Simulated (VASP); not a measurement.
Output of a VASP run:

### OSZICAR
```
       N       E                     dE             d eps       ncg     rms          rms(c)
DAV:   1     0.648813414143E+02    0.64881E+02   -0.88861E+03  2478   0.154E+03
DAV:   2    -0.221421092130E+02   -0.87023E+02   -0.83159E+02  2685   0.273E+02
DAV:   3    -0.276358547563E+02   -0.54937E+01   -0.54710E+01  2990   0.704E+01
DAV:   4    -0.276845019535E+02   -0.48647E-01   -0.48638E-01  2695   0.721E+00
DAV:   5    -0.276847364283E+02   -0.23447E-03   -0.23447E-03  2990   0.466E-01    0.529E+00
DAV:   6    -0.248703263734E+02    0.28144E+01   -0.18407E+00  2880   0.420E+01    0.500E+00
DAV:   7    -0.248275041931E+02    0.42822E-01   -0.48532E-01  2470   0.140E+01    0.223E+00
DAV:   8    -0.248674455469E+02   -0.39941E-01   -0.16265E-01  2535   0.449E+00    0.610E-01
DAV:   9    -0.248432752412E+02    0.24170E-01   -0.15827E-01  2470   0.386E+00    0.227E-01
DAV:  10    -0.249066915473E+02   -0.63416E-01   -0.52659E-02  2470   0.221E+00    0.967E-02
DAV:  11    -0.249081491717E+02   -0.14576E-02   -0.16080E-03  2925   0.499E-01    0.608E-02
DAV:  12    -0.249076077049E+02    0.54147E-03   -0.33446E-04  2490   0.266E-01    0.235E-02
DAV:  13    -0.249081409208E+02   -0.53322E-03   -0.42926E-04  2490   0.240E-01    0.983E-03
DAV:  14    -0.249081653660E+02   -0.24445E-04   -0.33378E-05  2595   0.606E-02    0.402E-03
DAV:  15    -0.249081705709E+02   -0.52049E-05   -0.46567E-06  3448   0.452E-02    0.262E-03
DAV:  16    -0.249081728678E+02   -0.22969E-05   -0.12157E-06  2555   0.156E-02    0.217E-03
DAV:  17    -0.249081731351E+02   -0.26728E-06   -0.33437E-07  2570   0.938E-03    0.646E-04
DAV:  18    -0.249081728799E+02    0.25514E-06   -0.89281E-08  1790   0.643E-03    0.262E-04
DAV:  19    -0.249081728774E+02    0.25736E-08   -0.19928E-08  1340   0.142E-03
   1 F= -.24908173E+02 E0= -.24908173E+02  d E =-.392921E-12
```

OUTCAR:
```
------------------------ aborting loop because EDIFF is reached ----------------------------------------
  FORCE on cell =-STRESS in cart. coord.  units (eV):
  Direction    XX          YY          ZZ          XY          YZ          ZX
  --------------------------------------------------------------------------------------
  Total        0.0981709      0.0981709      0.0978645      0.0839850      0.0000000      0.0000000
  in kB        3.4747793      3.4747793      3.4639347      2.9726689      0.0000000      0.0000000
  external PRESSURE =       3.4711645 kB  Pullay stress =       0.0000000 kB
  volume of cell :       45.27
      direct lattice vectors                 reciprocal lattice vectors
    -0.007071631  2.828652383  2.828652383    -0.176321813  0.176321813  0.176762618
     2.828652383 -0.007071631  2.828652383     0.176321813 -0.176321813  0.176762618
     2.821580752  2.821580752  0.000000000     0.177205632  0.177205632 -0.176762618
  FREE ENERGIE OF THE ION-ELECTRON SYSTEM (eV)
  ---------------------------------------------------
  free  energy   TOTEN  =       -24.9081728774 eV

  energy  without entropy=      -24.9081728774  energy(sigma->0) =      -24.90817288
```
(Selected blocks of OUTCAR.)

**POSCAR**
```
ZnSe
1
   -0.0070716310     2.8286523830     2.8286523830
    2.8286523830    -0.0070716310     2.8286523830
    2.8215807520     2.8215807520     0.0000000000
Zn Se
1 1
Direct
  0.0000000000   0.0000000000   0.0000000000
  0.2500000000   0.2500000000   0.2500000000
```

**Question.** Reconstruct the remaining input files.

**Answer.** Several could match; the one computed here: the input of the run itself, r2SCAN meta-GGA, plane waves, VASP's PBE PAW potentials (set 64).

INCAR:
```
! general
SYSTEM =ZnSe
PREC   =Accurate
ENCUT  =480
LREAL  =.False.
LASPH  =.True.

! electronic loop
EDIFF  =1E-7
NELM   =100
ALGO   =Normal
LMAXMIX=4
LMIXTAU=.True.

! smearing
ISMEAR =0
SIGMA  =0.05

! functional
METAGGA=R2SCAN

! ions
ISIF   =2

! output
LWAVE  =.False.
LCHARG =.False.
```

File KPOINTS:
```
Automatic mesh
0
Gamma
8 8 8
0 0 0
```

POTCAR, in this order: Zn Se (PBE.64 set). Program: vasp_std.

The compound is ZnSe in the zinc blende structure. This cell was strained or had an atom moved on purpose.
